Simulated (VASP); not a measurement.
HfIn4SiO6, 12 atoms in the cell. The typed cell holds 12 atoms: a = 5.699 Å, b = 6.149 Å, c = 7.308 Å, α = 98.49°, β = 111.85°, γ = 96.55°. The cell was built by a generator and needn't be a form met in nature.

```yaml
Program: VASP 6.6.1
Task: band structure
Functional: PBE
Potentials_or_basis: VASP PAW PBE potentials, release 64 (Hf_pv, In_d, Si, O)
Cutoff: 520 eV
k_mesh: 5 × 5 × 4
Occupations: fermi-dirac, width 0.05 eV
Spin: spin-orbit coupling, no magnetisation
Further_INCAR_settings: ALGO = Fast; EDIFF = 1e-06; NBANDS = 124
```

Potentials or basis: VASP PAW PBE potentials, release 64 (Hf_pv, In_d, Si, O).

Command:

```bash
$ cat potpaw_PBE.64/Hf_pv/POTCAR potpaw_PBE.64/In_d/POTCAR potpaw_PBE.64/Si/POTCAR potpaw_PBE.64/O/POTCAR > POTCAR
$ mpirun -np 4 vasp_ncl > vasp.out
```

Hardware: 4 MPI ranks on AMD EPYC 7R13 Processor (Zen 3), on a shared host.

**Question.** Estimate the wall time of this run.

**Answer.** Run time: 49 min on 4 MPI ranks on AMD EPYC 7R13 Processor (Zen 3), with other jobs on the host, peak memory 5.6 GiB a rank. Counts: scf iterations 29, k points 100.
